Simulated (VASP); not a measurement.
Ga (alpha) is relaxed at rising pressure, each step from the one before. Symmetry mostly holds the structure type, and other phases were not tried. The mesh follows the cell, and a change of mesh leaves a small step in the series.

```xyz
4
Lattice="2.2138 -3.7480 0.0000 2.2138 3.7480 0.0000 0.0000 0.0000 4.4309" Properties=species:S:1:pos:R:3 pbc="T T T"
Ga     2.2138     2.5814     4.0572
Ga     2.2138     1.1666     1.8417
Ga     2.2138    -1.1666     2.5892
Ga     2.2138    -2.5814     0.3737
```

Computed with LDA (Ceperley-Alder, Perdew-Zunger), VASP's LDA PAW potentials (set 64) (plane waves; VASP). Settings: 500 eV cut-off, 8×8×7 Γ-centred mesh, first-order Methfessel-Paxton smearing of 0.10 eV, potentials Ga_d.

```csv
P (GPa),V (Å³/atom),H − H(0) (eV/atom),space group,gap on the mesh (eV),k-mesh
0,18.38,0.000,Cmce,0.00,8×8×7
5,17.25,0.556,Cmce,0.00,8×8×7
10,16.42,1.081,Cmce,0.00,8×8×7
20,15.27,2.068,Cmce,0.00,9×9×7
30,?,?,Cmce,0.00,9×9×8
45,?,?,Cmce,0.00,9×9×8
```

Q: Some entries are withheld; supply them.

A: 
- 45, V (Å³/atom): 13.48
- 45, H − H(0) (eV/atom): 4.298
- 30, V (Å³/atom): 14.42
- 30, H − H(0) (eV/atom): 2.994

Pressures at which the relaxation failed are left out.

The compound is Ga in the alpha structure.
